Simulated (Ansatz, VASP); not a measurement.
# Cross-check of AlSi23O48 ([AlO4]0 centre in alpha-quartz) between VASP and Ansatz, part 4 of 4

One calculation is typed for both programs; each brings its own data sets. How far apart do they land? Of the first pair: The structure shown is the start of the Ansatz relaxation below; VASP solves that cell, so the two are compared at the walk's first step.

VASP 6.6.1 and Ansatz 0.2.0.

So far. Step 3 (VASP: single point, PBE, start cell, pair 1): The run ends at a pressure of 4.81 GPa, with forces up to 10 eV/Å. Step 6 (VASP: single point, PBE, relaxed cell, pair 2): The run ends at a pressure of 0.53 GPa, with forces up to 0.078 eV/Å.

**9. VASP: single point, PBE, pair 3**

Level of this step: PBE, spin-polarised from a ferromagnetic start; plane waves and PAW (Si, O, Al) (VASP).

The same cell, functional, mesh and smearing now go to VASP, with its own data sets.

File INCAR:

```
SYSTEM = AlSi23O48
PREC = Accurate
ENCUT = 520
EDIFF = 1E-06
NELM = 200
ISMEAR = -1
SIGMA = 0.01
LREAL = Auto
ALGO = Normal
GGA = PE
NBANDS = 248
ISPIN = 2
MAGMOM = -0 -0 -0 -0 -0 -0 0 -0 -0 -0 -0 -0 -0 -0 0 -0 -0 -0 -0 -0 -0 -0 -0 0.14 0.03 0 0 0 0.11 0 0 0.1 0.14 0.03 0 0.03 0.02 0.01 0 0.01 0.01 0 0 0 0 0 0 0 0 0 0 0 0 0 0.01 0.01 0.02 0.02 0.01 0 0 0 0 0 0 0 0 0 0 0 0 -0
LORBIT = 11
LWAVE = .FALSE.
LCHARG = .FALSE.
ISIF = 2
ISYM = 0
NUPDOWN = 1
LASPH = .TRUE.
GGA_COMPAT = .FALSE.
KPAR = 4
```

File POSCAR:

```
AlSi23O48
1.0
   10.0366768627      0.0000000000      0.0000000000
   -5.0183384313      8.6920171326      0.0000000000
    0.0000000000      0.0000000000     11.0179481439
Si O Al
23 48 1
Direct
    0.2370509162      0.9995852821      0.3299254974
    0.0029129801      0.2390145271      0.1668935498
    0.2650982163      0.2654097648      0.9994515660
    0.2396064770      0.0033791338      0.8321399091
    0.0000671422      0.2379223086      0.6693333497
    0.2366202005      0.5073599604      0.3312091062
    0.9973396129      0.7330452454      0.1660748965
    0.2609373934      0.7636359792      0.9988175979
    0.2380732060      0.5010733311      0.8330509351
    0.0009890466      0.7408494139      0.6665857324
    0.2615833152      0.7659540516      0.4981717852
    0.7405576374      0.0009123792      0.3326241800
    0.5005904407      0.2384811977      0.1660920415
    0.7632277286      0.2605461809      0.0002980685
    0.7332665338      0.9971074168      0.8330040323
    0.5080453437      0.2364922753      0.6676958829
    0.7665285243      0.2616828924      0.5010595671
    0.7367795069      0.4971404503      0.3348006959
    0.5000082577      0.7426163821      0.1642616208
    0.7608149782      0.7606912922      0.9996285631
    0.7423837129      0.4999282674      0.8348547393
    0.4970527417      0.7363668291      0.6643852473
    0.7603995598      0.7604095602      0.4995460765
    0.2059588559      0.1303019896      0.3854762532
    0.3708889274      0.0767753402      0.2260418322
    0.4243754671      0.2959816439      0.0629690587
    0.1322955845      0.2099402570      0.1031539886
    0.0786599348      0.3749934643      0.2680303232
    0.2972664965      0.4406445593      0.4371132630
    0.2108492914      0.1332087070      0.8953833834
    0.3757303991      0.0784761551      0.7310235326
    0.4413918576      0.2966254002      0.5614314375
    0.1317018185      0.2073018543      0.6149277715
    0.0759980923      0.3716968893      0.7732560358
    0.2951573721      0.4246978288      0.9363879249
    0.2024904596      0.6362553496      0.3911539007
    0.3675388145      0.5843211106      0.2255249965
    0.4218673629      0.7994288689      0.0622537467
    0.1247030829      0.7025852222      0.1001946062
    0.0790525194      0.8648457404      0.2696272639
    0.2950004371      0.9269750193      0.4364612756
    0.2101351520      0.6319352879      0.8948146206
    0.3682521094      0.5766377860      0.7272131976
    0.4195901564      0.7919380621      0.5607071322
    0.1294072483      0.7108496182      0.6023126284
    0.0802345555      0.8763448368      0.7679787326
    0.2888877631      0.9224428289      0.9373823961
    0.7108356733      0.1295305501      0.3968273684
    0.8757235678      0.0796614297      0.2309262834
    0.9219234615      0.2888566575      0.0620467292
    0.6310383322      0.2100344225      0.1039730916
    0.5769795024      0.3685425818      0.2718635438
    0.7920742842      0.4196232200      0.4385965188
    0.7022222275      0.1239187225      0.8992872881
    0.8650572494      0.0798541365      0.7295338880
    0.9280492967      0.2951677847      0.5618742737
    0.6376657505      0.2028498525      0.6086715529
    0.5841719995      0.3675938888      0.7734242169
    0.7992132723      0.4213642913      0.9365590829
    0.7073086448      0.6270225570      0.3966707002
    0.8685446546      0.5740304181      0.2297470614
    0.9186077239      0.7911628706      0.0653763785
    0.6256101169      0.7079366987      0.1008461338
    0.5812803983      0.8751999137      0.2675273790
    0.7920276050      0.9192908073      0.4353612585
    0.7072880663      0.6249837636      0.8987078547
    0.8752306587      0.5817845734      0.7318860955
    0.9192824041      0.7922868773      0.5639315046
    0.6267569638      0.7067647233      0.6022894777
    0.5744356215      0.8681793313      0.7693373909
    0.7918038321      0.9184367787      0.9334103807
    0.2699437376      0.2695402250      0.4999081337
```

File KPOINTS:

```
Points of the shifted mesh
8
Reciprocal
 0.2500000000  0.2500000000  0.2500000000 1
 0.2500000000  0.2500000000  0.7500000000 1
 0.2500000000  0.7500000000  0.2500000000 1
 0.2500000000  0.7500000000  0.7500000000 1
 0.7500000000  0.2500000000  0.2500000000 1
 0.7500000000  0.2500000000  0.7500000000 1
 0.7500000000  0.7500000000  0.2500000000 1
 0.7500000000  0.7500000000  0.7500000000 1
```

The projector-augmented-wave data sets are Si, O and Al (PBE family, release 64).

On the command line:

```
$ mpirun -np 8 vasp_std
```

Numbers of over 12 decimals in the logs are rounded to 6 here.

What it wrote:

```text
[banner, memory and clock lines left out]
running    8 mpi-ranks, on    1 nodes
[...]
|                                                                             |
|           W    W    AA    RRRRR   N    N  II  N    N   GGGG   !!!           |
|           W    W   A  A   R    R  NN   N  II  NN   N  G    G  !!!           |
|           W    W  A    A  R    R  N N  N  II  N N  N  G       !!!           |
|           W WW W  AAAAAA  RRRRR   N  N N  II  N  N N  G  GGG   !            |
|           WW  WW  A    A  R   R   N   NN  II  N   NN  G    G                |
|           W    W  A    A  R    R  N    N  II  N    N   GGGG   !!!           |
|                                                                             |
|     For optimal performance we recommend to set                             |
|       NCORE = 2 up to number-of-cores-per-socket                            |
|     NCORE specifies how many cores store one orbital (NPAR=cpu/NCORE).      |
|     This setting can greatly improve the performance of VASP for DFT.       |
[...]
|     multi-core architectures or massively parallel machines. Do your        |
|     Unfortunately you need to use the default for GW and RPA                |
|     calculations (for HF NCORE is supported but not extensively tested      |
|     yet).                                                                   |
|                                                                             |

 LDA part: xc-table for (Slater+PW92), standard interpolation
 POSCAR, INCAR and KPOINTS ok, starting setup
[...]
entering main loop
       N       E                     dE             d eps       ncg     rms          rms(c)
DAV:   1     0.248522970547E+04    0.24852E+04   -0.19933E+05  8056   0.142E+03
DAV:   2    -0.427681612885E+03   -0.29129E+04   -0.28437E+04  9520   0.334E+02
DAV:   3    -0.635657095500E+03   -0.20798E+03   -0.20660E+03  9624   0.940E+01
DAV:   4    -0.639067714337E+03   -0.34106E+01   -0.33984E+01  9608   0.128E+01
[...]
DAV:  19    -0.565104447762E+03   -0.93625E-05   -0.36199E-05  8496   0.106E-02    0.186E-02
DAV:  20    -0.565104450904E+03   -0.31423E-05   -0.13430E-05  8248   0.662E-03    0.143E-02
DAV:  21    -0.565104451282E+03   -0.37830E-06   -0.61917E-06  6704   0.488E-03
   1 F= -.56510445E+03 E0= -.56510387E+03  d E =-.117010E-02  mag=     1.0000
```

From OUTCAR (step 9):

```text
  FREE ENERGIE OF THE ION-ELECTRON SYSTEM (eV)
  ---------------------------------------------------
  free  energy   TOTEN  =      -565.1044512824 eV

  energy  without entropy=     -565.1032811819  energy(sigma->0) =     -565.10386623

 magnetization (x)
# of ion       s       p       d       tot
------------------------------------------
    1       -0.001  -0.002   0.000  -0.003
    2       -0.000  -0.000   0.000  -0.000
    3       -0.000  -0.000   0.000  -0.000
    4       -0.000  -0.000   0.000  -0.000
    5       -0.001  -0.002   0.000  -0.003
    6       -0.001  -0.002   0.000  -0.003
    7        0.000   0.000   0.000   0.000
    8       -0.000  -0.000   0.000  -0.000
    9       -0.000  -0.000   0.000  -0.000
   10       -0.000  -0.000   0.000  -0.000
   11       -0.000  -0.001   0.000  -0.001
   12       -0.000  -0.000   0.000  -0.000
   13       -0.000  -0.000   0.000  -0.000
[...]
--------------------------------------------------
tot          0.006   0.819   0.000   0.825

[... 2 further parts left out ...]
[key lines of the parts left out:]
E-fermi :   0.7565
```

The run ends at a pressure of 0.52 GPa, with forces up to 0.092 eV/Å.

**10. Side by side**

Compared:

```
                             quantity  Ansatz  VASP  difference
total moment, fixed by the input (μB)    1.00  1.00        0.00
                   moment on O24 (μB)    0.14  0.15       -0.01
                   moment on O33 (μB)    0.14  0.15       -0.01
                   moment on O29 (μB)    0.11  0.12       -0.01
                   moment on O32 (μB)    0.10  0.12       -0.01
```

At this near-relaxed geometry the largest component of a force difference is 46 meV/Å.

**11. What came out**

| Quantity | Value |
| --- | --- |
| r.m.s. force difference (single point, PBE, start cell, pair 1) | 0.98 % of the r.m.s. force |
| difference in moment on O33 (single point, PBE, relaxed cell, pair 2) | -0.015 μB |
| r.m.s. force difference (single point, PBE, relaxed cell, pair 2) | 11 meV/Å |
| difference in moment on O24 (single point, PBE, pair 3) | -0.015 μB |
| r.m.s. force difference (single point, PBE, pair 3) | 11 meV/Å |

What this shows: The r.m.s. force difference is 11 meV/Å (single point, PBE, pair 3), within the 12 meV/Å picked in this series as the mark of a large difference. How closely two codes agree says nothing of how well the functional describes the real material.

[Lines on the potential files, build, host, timing and source positions are cut from VASP's logs without a mark.]

[Logs are printed without paths, hosts, clocks, repeated set-up lines and the standing remarks that a program may print on its own settings, such as how far it seeks lower states.]

[Hosts, paths, dates, database ids (printed as entryN), source tags and the programs' standing remarks are cut or masked in the printed files.]
